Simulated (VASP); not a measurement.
All values below come from PBEsol GGA, VASP's PBE PAW potentials (set 64) (plane waves; VASP).

A VASP calculation is set up with these files.

**INCAR**
```
! general
SYSTEM  = Ge2W
PREC    = Accurate
ENCUT   = 400
LREAL   = .FALSE.   ! projection in real space or not
LASPH   = .TRUE.   ! aspherical one-centre terms

! electronic loop
EDIFF   = 1E-7   ! SCF stop (eV)
NELM    = 100   ! most electronic steps
ALGO    = Normal
LMAXMIX = 6   ! l cut-off of mixed one-centre charges

! smearing
ISMEAR  = -5   ! tetrahedra, Bloechl

! functional
GGA     = PS   ! PBEsol

! ions
ISIF    = 2   ! forces and stress, cell fixed

! output
LWAVE   = .FALSE.
LCHARG  = .TRUE.
LORBIT  = 11   ! lm-projected
NEDOS   = 601
```

File POSCAR:
```
Ge2W
1.0
 -1.6515532596   1.6515532596   4.0978221836
  1.6515532596  -1.6515532596   4.0978221836
  1.6515532596   1.6515532596  -4.0978221836
Ge W
2 1
Cart
 -0.0000000000   0.0000000000   2.7637398576
 -0.0000000000   0.0000000000   5.4319045096
  0.0000000000   0.0000000000   0.0000000000
```

### KPOINTS
```
kpoints
0
G
 15 15 15
0 0 0
```

POTCAR, in this order: Ge_d W_sv (PBE.64 set). Program: vasp_std.

For a metal the tetrahedron method with Blöchl corrections gives inexact stress and forces. Unless said otherwise, spin-orbit coupling is left out, though it shifts the bands of the heavy elements here.

Problem. Predict the energy per atom (σ→0), band gap (on the k-mesh).

Solution. 
| Property | Value |
|---|---|
| energy per atom (σ→0) | -7.918 eV/atom |
| band gap (on the k-mesh) | none (metal, semimetal or under 0.01 eV) |

File OSZICAR:
```
...
DAV:  11    -0.237530254103E+02    0.54663E-04   -0.13462E-04 15719   0.814E-02    0.169E-02
DAV:  12    -0.237530376985E+02   -0.12288E-04   -0.11839E-05 17893   0.277E-02    0.933E-03
DAV:  13    -0.237530336228E+02    0.40757E-05   -0.19087E-06 18813   0.220E-02    0.219E-03
DAV:  14    -0.237530326816E+02    0.94122E-06   -0.92080E-08  8381   0.302E-03    0.325E-04
DAV:  15    -0.237530330347E+02   -0.35312E-06   -0.14976E-08  7665   0.125E-03    0.128E-04
DAV:  16    -0.237530332082E+02   -0.17354E-06   -0.30592E-09  7588   0.546E-04    0.196E-04
DAV:  17    -0.237530331927E+02    0.15554E-07   -0.69054E-10  7532   0.331E-04
   1 F= -.23753033E+02 E0= -.23753033E+02  d E =0.000000E+00
```

The structure comes from a measured Ge2W entry (I4/mmm) of the Crystallography Open Database, whose conditions weren't checked. It was relaxed first.
